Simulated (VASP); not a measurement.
Energy against volume of ZrC (rock salt). Level of theory: vdW-DF2, VASP's PBE PAW potentials (set 64) (plane waves; VASP). Numerical set-up: 520 eV cut-off, 13×13×13 Γ-centred mesh, first-order Methfessel-Paxton smearing of 0.10 eV, potentials Zr_sv C.

```tsv
V (Å³/atom)	E (eV/atom)
12.941	-7.17859
13.354	-7.20471
13.767	-7.21283
14.180	-7.20553
```

**Question.** Fit these four points and predict the energy of the run at 14.593 Å³/atom.

**Answer.** A cubic in V^(−2/3), the third-order Birch-Murnaghan form, passes through the four points with V0 = 13.77 Å³/atom and B0 = 199 GPa, and gives -7.1850 eV/atom there. The run gave -7.1850 eV/atom, -0.0 meV/atom from the fit; all five points give B0 = 199 GPa.

The compound is ZrC in the rock salt structure. It was relaxed first, which changed the volume by +6 %.
